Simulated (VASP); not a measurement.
Consider the following.

CsSnI$_{3}$ is modelled in the cubic space group Pm-3m (No. 221), the cubic perovskite structure, Pearson symbol cP5. Conventional cell: a = b = c = 6.208 Å, α = β = γ = 90.00°. Cs on 1a is surrounded by 12 I at 4.390 Å (cuboctahedral). Sn on 1b has 6 I at 3.104 Å (octahedral). I on 3c is surrounded by 2 Sn at 3.104 Å and 4 Cs at 4.390 Å (octahedral). (Neighbours: up to the widest gap in distance over summed covalent radii, below 1.35, at either atom; cation-cation and far metal-metal contacts left out.)

Calculation: rev-vdW-DF2, VASP's PBE PAW potentials (set 64) (plane waves; VASP). Numerical set-up: 520 eV cut-off, 4×4×4 Γ-centred mesh, Gaussian smearing of 0.050 eV, potentials Cs_sv Sn_d I.

### Question
Give the energy at these volumes per atom, relative to the lowest: 44.98, 46.42, 47.86, 49.29, 50.73 Å³.

### Answer
10.7, 2.5, 0.0, 2.2, 8.5 meV/atom. A third-order Birch-Murnaghan fit gives B0 = 17.7 GPa and B0′ = 4.8.

The compound is CsSnI3 in the cubic perovskite structure, the ideal cubic form; the compound distorts at low or room temperature. It was relaxed first.
